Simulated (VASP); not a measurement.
Data:

```
CELL_PARAMETERS angstrom
      0.00000     2.01600     2.01600
      2.01600     0.00000     2.01600
      2.01600     2.01600     0.00000
ATOMIC_POSITIONS crystal
  Li 0.00000 0.00000 0.00000
  F  0.50000 0.50000 0.50000
```

Method: AM05 GGA, VASP's PBE PAW potentials (set 64) (plane waves; VASP 6.6.1). Settings: 520 eV cut-off, Gaussian smearing of 0.050 eV, potentials Li_sv F.

Question: Give the energies of bands 3 to 6 at the high-symmetry points, in eV from the valence-band maximum.

Answer: 
```
band     Γ      X      U      L      W
----  ----  -----  -----  -----  -----
3     0.00  -3.02  -2.51  -2.52  -2.09
4     0.00  -1.00  -1.56  -0.23  -2.09
5     0.00  -1.00  -0.74  -0.23  -0.80
6     9.07  14.70  14.37  10.69  14.93
```

The gap is direct, 9.07 eV, from the valence maximum at Γ to the conduction minimum at Γ.

Measured: gap 15.35 eV (computed value off by -6.28 eV), as given by Wei Chen et al., Physical Review Materials (2018), doi:10.1103/physrevmaterials.2.073803 [zero-point renormalisation of 1.15 eV added back (the table's ZPR column)].

The compound is LiF in the rock salt structure. It was relaxed first.
